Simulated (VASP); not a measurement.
Runs of VASP 6.6.1 on Zn6C. The structure is cubic, space group Im-3m (No. 229). The conventional cell has a = 6.315 Å, b = 6.315 Å, c = 6.315 Å, α = 90.00°, β = 90.00°, γ = 90.00°. Zn (site symmetry 4mm) is surrounded by 1 C at 2.02 Å and 1 Zn at 2.27 Å. C (site symmetry m-3m) has 6 Zn at 2.02 Å as nearest neighbours. The cell was built by a generator and needn't be a form met in nature.

```csv
level,gap on the mesh (eV),pressure (GPa),relaxed volume (Å³/atom)
PBEsol+D3(BJ),none,0.0,(b)
PBEsol+rVV10,none,0.0,(a)
PBEsol+D4,none,0.0,16.85
PBEsol+D3,none,0.0,16.82
PBEsol,none,0.0,17.17
```

Alike in all rows: task relaxation of cell and atoms; potentials or basis VASP PAW PBE potentials, release 64 (Zn, C); no spin polarisation; cell relaxed; k mesh 5 × 5 × 5; cutoff (eV) 600; smearing fermi-dirac 0.05 eV.

Problem. Estimate the missing entries.

Solution. (a) 17.07; (b) 16.60.

Caveats: the PAW data sets were made with another functional, which shifts forces and pressure a little; pairwise dispersion overbinds metals, which lowers pressure and volume (some runs).

A gap of «none» marks a metal or a gap under the smearing width.
